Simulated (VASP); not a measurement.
Input:

```
CELL_PARAMETERS angstrom
      0.00000     2.46734     2.46734
      2.46734     0.00000     2.46734
      2.46734     2.46734     0.00000
ATOMIC_POSITIONS crystal
  Be 0.00000 0.00000 0.00000
  S  0.25000 0.25000 0.25000
```

These are vdW-DF2, VASP's PBE PAW potentials (set 64) (plane waves; VASP) values and carry that method's errors. Run with 520 eV cut-off, Gaussian smearing of 0.050 eV, potentials Be S.

Problem. Predict the band gap (along the path) with the smallest direct gap where there is one.

Solution. 
```
Item                                    Value
------------------------------------  -------
band gap (along the path)             3.58 eV
smallest direct gap (along the path)  5.73 eV
```

Total energies compare only between runs with the same potentials, cut-off and functional.

The compound is BeS in the zinc blende structure. It was relaxed first.
